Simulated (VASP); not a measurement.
Here is the system:

```xyz
8
Lattice="0.0000 3.0012 3.0012 3.0012 0.0000 3.0012 12.0011 12.0011 0.0038" Properties=species:S:1:pos:R:3 pbc="T T T"
Ga    11.9154    11.9154     0.0895
Ga     2.9683     2.9683     0.0329
Ga     9.0280     9.0280     5.9781
Ga    12.0893    12.0893     5.9180
Sb     1.4466     1.4466     1.5546
Sb     4.5028     4.5028     1.4997
Sb     7.5576     7.5576     1.4461
As    10.5004    10.5004     1.5045
```

The numbers are results of PBEsol GGA, VASP's PBE PAW potentials (set 64) (plane waves; VASP), not measurements. Settings: 400 eV cut-off, 10×10×3 Γ-centred mesh, tetrahedra with Blöchl corrections, potentials Ga_d Sb As.

**Question.** The job: Ga4AsSb3 (ordered alloy cell), 8 atoms, PBEsol, static run, 400 eV, 10×10×3 Γ-centred mesh. Roughly how much core time does it take on a busy server core?

**Answer.** About 10 core-minutes (one run on a shared machine, a rough figure). It had 78 irreducible k-points, 43 bands, up to 3951 plane waves and 15 electronic steps.

The structure was generated: Ga4AsSb3 was put into an ordered model structure (R3m), which need not be its known phase. It was relaxed first.
